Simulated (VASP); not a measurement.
VASP input:

KPOINTS:
```
Automatic mesh
0
Gamma
11 11 11
0 0 0
```

INCAR:
```
# general
SYSTEM =SnTe
PREC   =Accurate
ENCUT  =500   # plane-wave cut-off (eV)
LREAL  =.FALSE.
LASPH  =.TRUE.

# electronic loop
EDIFF  =1E-6   # SCF stop (eV)
NELM   =100
ALGO   =Normal
LMAXMIX=4   # l cut-off of mixed one-centre charges

# smearing
ISMEAR =1   # Methfessel-Paxton
SIGMA  =0.1

# functional
GGA    =PS   # PBEsol

# ions
IBRION =2   # conjugate gradients
NSW    =40
ISIF   =3
EDIFFG =-0.02
PSTRESS=300   # kbar

# output
LWAVE  =.FALSE.
LCHARG =.FALSE.
```

POSCAR:
```
SnTe
1.0
  0.0000000000   2.8276077064   2.8276077064
  2.8276077064   0.0000000000   2.8276077064
  2.8276077064   2.8276077064   0.0000000000
Sn Te
1 1
Cartesian
  0.0000000000   0.0000000000   0.0000000000
  2.8276077064   2.8276077064   2.8276077064
```

POTCAR, in this order: Sn_d Te (PBE.64 set). Program: vasp_std.

Task: Write an equivalent input for Ansatz.

Result: One equivalent input (not run):
Ansatz 0.2 input:
```yaml
crystal:
  lattice:
    - [0.0000000, 2.8276077, 2.8276077]
    - [2.8276077, 0.0000000, 2.8276077]
    - [2.8276077, 2.8276077, 0.0000000]
  atoms:
    - { symbol: Sn, position: [0.0000000, 0.0000000, 0.0000000] }
    - { symbol: Te, position: [0.5000000, 0.5000000, 0.5000000] }
kpoints:
  mp_grid: { grid: [11, 11, 11] }
hamiltonian:
  xc: pbesol
  pseudopotentials: { kind: paw }
scf:
  occupations: { method: methfessel_paxton, width: 0.1 }
  max_iter: 100
relax:
  max_steps: 40
  f_tol: 0.02
  cell: { p_target: 30 }
output: { forces: true, stress: true, eigenvalues: true }
```
The two are equivalent in intent, not identical: each code has its own PAW files, so the cut-off isn't converted (ENCUT is set for VASP's; basis.ecutwfc is left out, and Ansatz then takes the one that its files recommend); Ansatz stops its SCF on the density residual and VASP on the energy change (EDIFF).

The compound is SnTe in the rock salt structure, which distorts at low temperature. It was relaxed first under an external pressure of 30 GPa.
